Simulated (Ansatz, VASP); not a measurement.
# Sb in two plane-wave programs

One calculation is typed for both programs; each brings its own data sets. How far apart do they land? The cell is taken from a series of runs on this material, whose earlier steps may have relaxed, scaled, displaced or heated it; both programs get it as it stands.

Calculated with Ansatz 0.2.0; plane waves, with VASP 6.6.1 beside it; single point at PBEsol.

## (1) Set-up

The cell holds 4 atoms: 4 Sb. Cell: a = 4.010 Å, b = 4.010 Å, c = 37.400 Å, α = 90.0°, β = 90.0°, γ = 120.0°. Vacuum lies along c.

## (2) VASP: single point, PBEsol, pair 1

With cell and atoms fixed, the geometry can't cause a difference; cores, projectors, grids and the points listed under the comparison can.

Lines of VASP's logs that name or quote its potential files are left out, and so is its time.

INCAR

```
SYSTEM = Sb
PREC = Accurate
ENCUT = 400
EDIFF = 1E-06
NELM = 120
ISMEAR = 0
SIGMA = 0.01
LREAL = .FALSE.
ALGO = Normal
GGA = PS
NBANDS = 16
LORBIT = 11
LWAVE = .FALSE.
LCHARG = .FALSE.
ISIF = 2
LDIPOL = .TRUE.
IDIPOL = 3
DIPOL = 0.5 0.5 0.5
LVHAR = .TRUE.
LASPH = .TRUE.
GGA_COMPAT = .FALSE.
EFERMI = MIDGAP
NELMDL = -8
KPAR = 2
```

POSCAR

```
Sb
1.0
    4.0103421423      0.0000000000      0.0000000000
   -2.0051710711      3.4730581731      0.0000000000
    0.0000000000      0.0000000000     37.4000000000
Sb
4
Direct
    0.3333333333      0.6666666667      0.4487071665
    0.6666666667      0.3333333333      0.4047697972
    0.6666666667      0.3333333333      0.5952302028
    0.3333333333      0.6666666667      0.5512928335
```

KPOINTS

```
Automatic mesh
0
Gamma
9 9 1
0 0 0
```

Potentials, in the order of the species: Sb (PBE family, release 64).

The run is started by

```console
> mpirun -np 2 vasp_std
```

Numbers of over 12 decimals in the logs are rounded to 6 here.

The log of the run:

```text
[banner, memory and clock lines left out]
running    2 mpi-ranks, on    1 nodes
 distrk:  each k-point on    1 cores,    2 groups
 distr:  one band on    1 cores,    1 groups

 POSCAR found type information on POSCAR Sb
 POSCAR found :  1 types and       4 ions
|                                                                             |
|               ----> ADVICE to this user running VASP <----                  |
|                                                                             |
|     You enforced a specific xc type in the INCAR file but a different       |
|     [... a line on the potential file left out ...]
|     I HOPE YOU KNOW WHAT YOU ARE DOING!                                     |
|                                                                             |

 LDA part: xc-table for (Slater+PW92), standard interpolation
 POSCAR, INCAR and KPOINTS ok, starting setup
 FFT: planning ... GRIDC
 FFT: planning ... GRID_SOFT
 FFT: planning ... GRID
 WAVECAR not read
 entering main loop
       N       E                     dE             d eps       ncg     rms          rms(c)
DAV:   1     0.110657350474E+03    0.11066E+03   -0.46552E+03   384   0.658E+02
DAV:   2    -0.648425079898E+01   -0.11714E+03   -0.11231E+03   592   0.125E+02
DAV:   3    -0.173029723201E+02   -0.10819E+02   -0.10769E+02   512   0.469E+01
DAV:   4    -0.175769272214E+02   -0.27395E+00   -0.27378E+00   560   0.922E+00
DAV:   5    -0.175867820132E+02   -0.98548E-02   -0.98546E-02   584   0.179E+00
DAV:   6    -0.175868974187E+02   -0.11541E-03   -0.11541E-03   552   0.165E-01
DAV:   7    -0.175869023942E+02   -0.49755E-05   -0.49754E-05   592   0.298E-02
DAV:   8    -0.175869025938E+02   -0.19955E-06   -0.19954E-06   496   0.429E-03    0.429E+00
DAV:   9    -0.174988822086E+02    0.88020E-01   -0.41066E-02   456   0.878E-01    0.264E+00
DAV:  10    -0.174487489562E+02    0.50133E-01   -0.98079E-02   480   0.142E+00    0.147E-01
DAV:  11    -0.174495704577E+02   -0.82150E-03   -0.46622E-03   440   0.366E-01    0.584E-02
DAV:  12    -0.174496018885E+02   -0.31431E-04   -0.40927E-04   552   0.115E-01    0.257E-02
DAV:  13    -0.174496005996E+02    0.12889E-05   -0.92576E-05   512   0.414E-02    0.155E-02
DAV:  14    -0.174495858462E+02    0.14753E-04   -0.73861E-05   496   0.331E-02    0.805E-03
DAV:  15    -0.174496774250E+02   -0.91579E-04   -0.27018E-05   464   0.192E-02    0.386E-03
DAV:  16    -0.174497335925E+02   -0.56167E-04   -0.60026E-06   456   0.874E-03    0.275E-03
DAV:  17    -0.174497882010E+02   -0.54609E-04   -0.61253E-06   448   0.886E-03    0.194E-03
DAV:  18    -0.174498121916E+02   -0.23991E-04   -0.11147E-06   400   0.318E-03    0.836E-04
DAV:  19    -0.174498267084E+02   -0.14517E-04   -0.24542E-07   400   0.140E-03    0.547E-04
DAV:  20    -0.174498347474E+02   -0.80390E-05   -0.42300E-07   368   0.134E-03    0.252E-04
DAV:  21    -0.174498386429E+02   -0.38955E-05   -0.11113E-07   344   0.786E-04    0.828E-05
DAV:  22    -0.174498398789E+02   -0.12360E-05   -0.30349E-08   288   0.372E-04    0.598E-05
DAV:  23    -0.174498408487E+02   -0.96979E-06   -0.29372E-08   296   0.314E-04
   1 F= -.17449841E+02 E0= -.17449841E+02  d E =0.000000E+00
```

Parts of OUTCAR (step 2):

```text
ion  position               nearest neighbor table
   1  0.333  0.667  0.449-   2 2.84   2 2.84   2 2.84
   2  0.667  0.333  0.405-   1 2.84   1 2.84   1 2.84
   3  0.667  0.333  0.595-   4 2.84   4 2.84   4 2.84
   4  0.333  0.667  0.551-   3 2.84   3 2.84   3 2.84

  LATTYP: Found a hexagonal cell.
 ALAT       =     4.0103421423
 C/A-ratio  =     9.3258875859

 Subroutine GETGRP returns: Found 12 space group operations
 (whereof 12 operations were pure point group operations)

The static configuration has the point symmetry D_3h.

 Found     12 irreducible k-points:

   k-points           NKPTS =     12   k-points in BZ     NKDIM =     12   number of bands    NBANDS=     16

   dimension x,y,z NGX =    28 NGY =   28 NGZ =  250
   dimension x,y,z NGXF=    56 NGYF=   56 NGZF=  500

   ENCUT  =  400.0 eV  29.40 Ry    5.42 a.u.   6.54  6.54 60.99*2*pi/ulx,y,z

   NELECT =      20.0000    total number of electrons

 k-points in reciprocal lattice and weights: Automatic mesh
   0.00000000  0.00000000  0.00000000       0.012
   0.11111111 -0.00000000  0.00000000       0.074
   0.22222222  0.00000000  0.00000000       0.074
   0.33333333  0.00000000  0.00000000       0.074
   0.44444444  0.00000000  0.00000000       0.074
   0.11111111  0.11111111  0.00000000       0.074
   0.22222222  0.11111111  0.00000000       0.148
   0.33333333  0.11111111  0.00000000       0.148
   0.44444444  0.11111111  0.00000000       0.074
   0.22222222  0.22222222  0.00000000       0.074
   0.33333333  0.22222222  0.00000000       0.148
   0.33333333  0.33333333  0.00000000       0.025

 dipolmoment           0.000000      0.000000     -0.000000 electrons x Angstroem

 average (electrostatic) potential at core
       1 -94.2018       2 -94.1956       3 -94.1956       4 -94.2018

 E-fermi :  -1.7149

 k-point     1 :       0.0000    0.0000    0.0000
  band No.  band energies     occupation
    ...
      6      -2.3297      2.00000
      7      -2.1486      2.00000
      8      -2.1486      2.00000
      9      -2.0754      2.00000
     10      -2.0754      2.00000
     11      -0.5299      0.00000
     12      -0.0544      0.00000
     13       0.6419      0.00000
     14       0.6419      0.00000
     15       0.7906      0.00000
    ...

 k-point     2 :       0.1111   -0.0000    0.0000
  band No.  band energies     occupation
    ...
      6      -3.3037      2.00000
      7      -3.2696      2.00000
      8      -2.4692      2.00000
      9      -2.3964      2.00000
     10      -2.2212      2.00000
     11      -0.1186      0.00000
     12       0.1600      0.00000
     13       0.7425      0.00000
     14       0.9186      0.00000
     15       1.0997      0.00000
    ...

 k-point     3 :       0.2222    0.0000    0.0000
  band No.  band energies     occupation
    ...
      6      -4.6914      2.00000
      7      -3.3991      2.00000
      8      -3.0637      2.00000
      9      -2.9915      2.00000
     10      -2.2467      2.00000
     11      -0.9541      0.00000
     12      -0.5247      0.00000
     13       1.2080      0.00000
     14       1.2578      0.00000
     15       1.5292      0.00000
    ...

  Total        1.0881292      1.0881292      1.2507386      0.0000000     -0.0000000     -0.0000000
  in kB        3.3467706      3.3467706      3.8469104      0.0000000     -0.0000000     -0.0000000
  external PRESSURE =       3.5134838 kB  Pullay stress =       0.0000000 kB

  energy-cutoff  :      400.00
  volume of cell :      520.91
      direct lattice vectors                 reciprocal lattice vectors
     4.010342142  0.000000000  0.000000000     0.249355283  0.143965340  0.000000000
    -2.005171071  3.473058173  0.000000000     0.000000000  0.287930680  0.000000000
     0.000000000  0.000000000 37.400000000     0.000000000  0.000000000  0.026737968

 POSITION                                       TOTAL-FORCE (eV/Angst)
 -----------------------------------------------------------------------------------
     -0.00000      2.31537     16.78165         0.000000     -0.000000      0.076548
      2.00517      1.15769     15.13839         0.000000      0.000000     -0.218330
      2.00517      1.15769     22.26161         0.000000      0.000000      0.218330
     -0.00000      2.31537     20.61835        -0.000000      0.000000     -0.076548
 -----------------------------------------------------------------------------------
    total drift:                               -0.000000      0.000000     -0.000000

  FREE ENERGIE OF THE ION-ELECTRON SYSTEM (eV)
  ---------------------------------------------------
  free  energy   TOTEN  =       -17.4498408487 eV

  energy  without entropy=      -17.4498408487  energy(sigma->0) =      -17.44984085

 vacuum level on the upper side and lower side of the slab         2.637         2.637

 total charge
# of ion       s       p       d       tot
------------------------------------------
    1        1.217   1.181   0.031   2.429
    2        1.212   1.184   0.030   2.426
    3        1.212   1.184   0.030   2.426
    4        1.217   1.181   0.031   2.429
--------------------------------------------------
tot          4.859   4.729   0.121   9.710

[... 3 further parts left out ...]
```

## (3) Ansatz: single point, PBEsol, pair 1

Ansatz runs on its PAW soft_1 files.

The same cell, functional and mesh now go to Ansatz, which takes its cutoff from its data sets.

input.yaml

```yaml
crystal:
  lattice:
    - [4.0103421423, 0.0, 0.0]
    - [-2.0051710711, 3.4730581731, 0.0]
    - [0.0, 0.0, 37.4]
  atoms:
    - { symbol: Sb, position: [0.3333333333, 0.6666666667, 0.4487071665] }
    - { symbol: Sb, position: [0.6666666667, 0.3333333333, 0.4047697972] }
    - { symbol: Sb, position: [0.6666666667, 0.3333333333, 0.5952302028] }
    - { symbol: Sb, position: [0.3333333333, 0.6666666667, 0.5512928335] }
  periodic: [true, true, false]
kpoints:
  mp_grid: { grid: [9, 9, 1] }
hamiltonian:
  xc: pbesol
  pseudopotentials: { kind: paw, azcp: { folder: soft_1 }, xc_functional: pbe }
scf:
  occupations: { method: fixed }
  n_extra_bands: 5
output:
  eigenvalues: true
  forces: true
  stress: true
  band_densities: [{ e_range: [-0.08, 0] }, { e_range: [0.66, 0.79] }]
  volumetric_format: npy
```

The run is started by

```console
> ansatz run input.yaml --threads 4 --pin off --max-ram 17510MiB --backend cpu --events-out ev --progress --plain --runs-dir out
```

The log of the run:

```text
scf.n_extra_bands = 5 over 30 filled bands (N_el = 60.0): the run solves 35 bands
Engine: ansatz 0.2.0, aarch64-unknown-linux-gnu
Pseudopotentials: kind: paw
Pseudopotential: Sb, paw, valence charge 15, recommended cutoff 420 eV (normal), soft_1/Sb.paw.azcp
Functional definition: PBEsol
  exchange = pbesol_x
  correlation = pbesol_c
Crystal: 4 atoms, lattice volume = 520.913 Å³
Basis set: ecut = 420 eV, 10229 PW (Γ), exchange–correlation on 54×54×500 points (8 copies of the dense FFT grid, shifted against one another)
Bands: 35, of which v1, the nominal top of the filled ones, is band 30 counted from 1 (29 counted from 0)
Symmetry: 12 space group operations
Space group: P-6m2 (ITA 187), of the structure as read, at distance tolerance 8.0e-5 Å
k-points: 12 of 81 (time reversal used)
Non-local potential: Sb, projectors of the file, l = 0: 2, l = 1: 2, l = 2: 2, l = 3: 1
PAW form: soft (Blöchl's): semilocal exchange-correlation on the pseudo side does not see the compensation charge
PAW frozen core: Sb, regenerated for the run's functional, and the local potential with it (the file was generated under x = pbe(κ = 0.804, μ = 0.219515), c = pbe(β = 0.066725))
PAW one-centre angular grid: Sb, 590 points (default); XC on 64 Gauss nodes
Initial density: superposition of atomic densities (neutral atoms: chi_scale 0, normalization atom)
Initial wavefunctions: pseudopotential atomic-orbital guess
Functional: x = pbesol(κ = 0.804, μ = 0.123457), c = pbesol(β = 0.046)
iter 1 solved again at ethr=8.29e-4 eV; its pass at ethr=3.10e-3 eV (dr2=4.97e-1 eV) is discarded
SCF iter   1: F=—  HF=-25632.016342 eV  |F-HF|=—  |Δ(HF+E_count)|=         —  Δρ=9.36e-3  dr2=5.04e-1  ethr=8.29e-4  ⟨swp⟩=2.2  Hψ=2343  notcnv=0  defer=30
preconditioner: auto → Resta (q_TF=auto, 1.903 Å⁻¹)  ε∞=2.0  [insulator: Δε(μ)=0.852 eV  Ē_g=7.320 eV  n_scr=64 (ndim 8)  ℏωp=7.3 eV  f_vac=0.693  ε∞_Penn≈2.0  vacuum switching on, ρ_ref=3.9e-3 e/Å³]
SCF iter   2: F=—  HF=-25631.926693 eV  |F-HF|=—  |Δ(HF+E_count)|=   8.96e-2  Δρ=4.99e-3  dr2=1.37e-1  ethr=8.29e-4  ⟨swp⟩=2.2  Hψ=458  notcnv=0  defer=36
SCF iter   3: F=—  HF=-25631.911159 eV  |F-HF|=—  |Δ(HF+E_count)|=   1.55e-2  Δρ=1.09e-3  dr2=6.25e-2  ethr=2.28e-4  ⟨swp⟩=3.8  Hψ=666  notcnv=0  defer=36
SCF iter   4: F=—  HF=-25631.905052 eV  |F-HF|=—  |Δ(HF+E_count)|=   6.11e-3  Δρ=5.90e-4  dr2=4.09e-3  ethr=1.04e-4  ⟨swp⟩=3.2  Hψ=554  notcnv=0  defer=36
SCF iter   5: F=—  HF=-25631.905217 eV  |F-HF|=—  |Δ(HF+E_count)|=   1.66e-4  Δρ=1.38e-4  dr2=2.92e-4  ethr=6.82e-6  ⟨swp⟩=3.2  Hψ=650  notcnv=0  defer=36
SCF iter   6: F=—  HF=-25631.905209 eV  |F-HF|=—  |Δ(HF+E_count)|=   8.88e-6  Δρ=3.61e-5  dr2=1.22e-5  ethr=4.87e-7  ⟨swp⟩=3.0  Hψ=633  notcnv=0  defer=35
SCF iter   7: F=—  HF=-25631.905193 eV  |F-HF|=—  |Δ(HF+E_count)|=   1.53e-5  Δρ=1.01e-5  dr2=1.10e-6  ethr=2.03e-8  ⟨swp⟩=3.2  Hψ=856  notcnv=0  defer=34
SCF iter   8: F=—  HF=-25631.905195 eV  |F-HF|=—  |Δ(HF+E_count)|=   1.70e-6  Δρ=3.06e-6  dr2=1.02e-7  ethr=1.84e-9  ⟨swp⟩=3.9  Hψ=909  notcnv=0  defer=34
SCF iter   9: F=-25631.905195 eV  HF=-25631.905195 eV  |F-HF|=2.51e-9  |Δ(HF+E_count)|=   8.49e-8  Δρ=6.33e-7  dr2=2.60e-9  ethr=1.67e-10  ⟨swp⟩=19.2  Hψ=3002  notcnv=0
SCF 1 converged in 9 iterations: F = -25631.905195 eV  dr2 = 2.60e-9
  greatest PAW one-centre occupation: 0.996 electrons in one spin orbital (limit 2), on the Sb atom at site 1 (counted from 0), in its partial waves of l = 2
NSCF: frozen V_eff on 1 k-points
SCF converged after 9 iterations
Free energy (F): -25631.905195 eV
Harris-Foulkes:  -25631.905195 eV  (|F-HF|=2.51e-9)
Internal energy: -25631.905195 eV  (E = F + TS)
E sigma→0 (E₀):  -25631.905195 eV
Fermi energy:    -4.670715 eV
--- Per-component energies (eV) ---
  E_band       = -1519.092344
  E_kinetic    = 652.694426
  E_local      = -148148.503932  (includes V_loc(G=0)·N_el)
  E_nonlocal   = 1565.895675
  E_hartree    = 73100.904289
  E_xc         = -391.787521
  E_vxc        = -361.577915  (∫ρ·V_xc dr)
  E_paw        = -17870.918827  (= ΣΔE_a)
  E_vpaw       = -1429.402593  (= ΣTr[D̂ρ^β])
  E_aug_tail   = 0.000524  (compensation charges beyond the density's cutoff)
  E_ewald      = 65458.482750
  E_core_change = 1.327420  (= ΣΔE_core)
  E_smearing   = -0.000000  (= −TS)
  E_closure    = 0.000000  (closes the sum)
  Σ components = -25631.905195   (vs F -25631.905195, Δ=0.00e0)
--- Forces (eV/Å), atoms counted from 1 ---
  atom   1  Sb     0.00000000    -0.00000000    -0.04700850
  atom   2  Sb     0.00000000     0.00000000    -0.09604091
  atom   3  Sb     0.00000000     0.00000000     0.09604091
  atom   4  Sb     0.00000000    -0.00000000     0.04700850
  max |Σ_I F_I| component: 2.78e-17 eV/Å
--- 2D stress c σ (N/m, compression-positive) ---
        1.047735      -0.000000       0.000000
       -0.000000       1.047735       0.000000
        0.000000       0.000000       0.000000
  P = ½ c Tr σ = 1.0477 N/m
--- Band table (eV; the first three rows and the last of 12) ---
  k-point 0: bands = [... 26 lower, -4.7450, -4.7450, -4.6707, -4.6707, -3.1036, -2.6192, -1.9712, -1.9712, ... 1 higher]
  k-point 1: bands = [... 26 lower, -5.8560, -5.0641, -4.9903, -4.8647, -2.7203, -2.4388, -1.8607, -1.6999, ... 1 higher]
  k-point 2: bands = [... 26 lower, -6.0417, -5.6563, -5.5830, -4.8966, -3.5623, -3.1250, -1.3968, -1.3704, ... 1 higher]
  k-point 11: bands = [... 26 lower, -7.3350, -6.8999, -6.7093, -6.3470, -3.8708, -3.2925, -1.7945, -1.7397, ... 1 higher]
--- Band densities, each state counted as filled ---
  window                                       electrons  max residual (eV)  cut levels
  e_range: [-0.08, 0]                           0.098765             1.6e-6           0
  e_range: [0.66, 0.79]                         0.148148             9.4e-7           0
```

## (4) Differences

Known differences besides the potentials themselves: fixed occupations in Ansatz, narrow Gaussian smearing in VASP; Ansatz cuts the interaction across the vacuum, VASP repeats the sheet with a dipole correction; the data sets hold 60 valence electrons in Ansatz (on its PAW soft_1 files) and 20 in VASP; the cutoff is 420 eV in Ansatz and 400 eV in VASP; Ansatz makes its cores anew for this functional, VASP keeps those of its PBE data sets. Total energies have different zeros and are not compared.

The two programs side by side:

| quantity | Ansatz | VASP | difference |
| --- | --- | --- | --- |
| gap on the k mesh (eV) | 0.710 | 0.721 | -0.011 |

Forces (eV/Å; atoms numbered as in POSCAR):

| atom | Ansatz x, y, z | VASP x, y, z |
| --- | --- | --- |
| Sb1 | 0.000, 0.000, -0.047 | 0.000, 0.000, 0.077 |
| Sb2 | 0.000, 0.000, -0.096 | 0.000, 0.000, -0.218 |
| Sb3 | 0.000, 0.000, 0.096 | 0.000, 0.000, 0.218 |
| Sb4 | 0.000, 0.000, 0.047 | 0.000, 0.000, -0.077 |

The forces differ by 71 meV/Å r.m.s., which is 75.1 % of the r.m.s. force of 0.094 eV/Å (both taken over all components). A gap on the mesh is an upper bound, since the band edges may lie between its points. With vacuum in the cell, a pressure given here is an average over mostly empty space and none of the material.

## (5) Other set-ups

Further runs change the set-up of one program: Ansatz's method, potentials or start, or VASP's data sets, cutoff or form of LDA. The table gives Ansatz less VASP for each quantity, since a change that brings one quantity closer may part another.

| run | r.m.s. force difference (meV/Å) | gap on the k mesh (eV) |
| --- | --- | --- |
| as above | 71 | -0.011 |
| VASP with the data sets Sb_d_GW | 6.7 | -0.0024 |

## (6) Ansatz: single point, PBEsol, pair 2

A single point gives forces, pressure and levels at one fixed geometry, so differences don't come from the geometry; what else differs is listed under the comparison.

The cell is taken from a series of runs on this material, whose earlier steps may have relaxed, scaled, displaced or heated it; both programs get it as it stands.

input.yaml

```yaml
crystal:
  lattice:
    - [4.0662163272, 0.0, 0.0]
    - [-2.0331081636, 3.5214466366, 0.0]
    - [0.0, 0.0, 34.7]
  atoms:
    - { symbol: Sb, position: [0.3333333333, 0.6666666667, 0.46339592] }
    - { symbol: Sb, position: [0.6666666667, 0.3333333333, 0.4167888745] }
    - { symbol: Sb, position: [0.3333333333, 0.6666666667, 0.5832111255] }
    - { symbol: Sb, position: [0.0, 0.0, 0.5361638371] }
  periodic: [true, true, false]
kpoints:
  mp_grid: { grid: [6, 6, 1] }
  band_path:
    path:
      - [0, 0, 0]
      - [0.5, 0, 0]
      - [0.3333333333333, 0.3333333333333, 0]
      - [0, 0, 0]
    npoints: 10
hamiltonian:
  xc: pbesol
  pseudopotentials: { kind: paw, azcp: { folder: soft_1 }, xc_functional: pbe }
scf:
  occupations: { method: fermi_dirac, width: 0.02 }
  n_extra_bands: 5
output:
  eigenvalues: true
  forces: true
  stress: true
  write_density: true
  write_potential: true
  elf: true
  volumetric_format: npy
```

The log of the run:

```text
[...]
Crystal: 4 atoms, lattice volume = 496.868 Å³
Basis set: ecut = 420 eV, 9667 PW (Γ), exchange–correlation on 60×60×480 points (8 copies of the dense FFT grid, shifted against one another)
Bands: 35, of which v1, the nominal top of the filled ones, is band 30 counted from 1 (29 counted from 0)
Symmetry: 6 space group operations
[...]
k-points: 7 of 36 (time reversal used)
[...]
k-point 0: bands = [... 26 lower, -5.1434, -4.7345, -4.7345, -4.4209, -3.2795, -2.4027, -2.4027, -1.8571, ... 1 higher]
  k-point 1: bands = [... 26 lower, -5.8281, -5.7906, -5.2399, -4.3988, -3.1353, -2.7117, -2.0513, -1.3150, ... 1 higher]
  k-point 2: bands = [... 26 lower, -6.5912, -6.1703, -5.9640, -5.4945, -3.9679, -2.8444, -2.0628, -1.6985, ... 1 higher]
  k-point 6: bands = [... 26 lower, -7.8410, -6.9212, -6.7953, -5.9175, -3.7924, -3.2197, -1.7919, -0.7388, ... 1 higher]
[key lines of the parts left out:]
SCF converged after 10 iterations
Free energy (F): -25632.069101 eV
Fermi energy:    -4.182816 eV
P = ½ c Tr σ = 1.4108 N/m
```

[end of part 1 of 2]

[Lines on the potential files, build, host, timing and source positions are cut from VASP's logs without a mark.]

[Logs are printed without paths, hosts, clocks, repeated set-up lines and the standing remarks that a program may print on its own settings, such as how far it seeks lower states.]

[Hosts, paths, dates, database ids (printed as entryN), source tags and the programs' standing remarks are cut or masked in the printed files.]
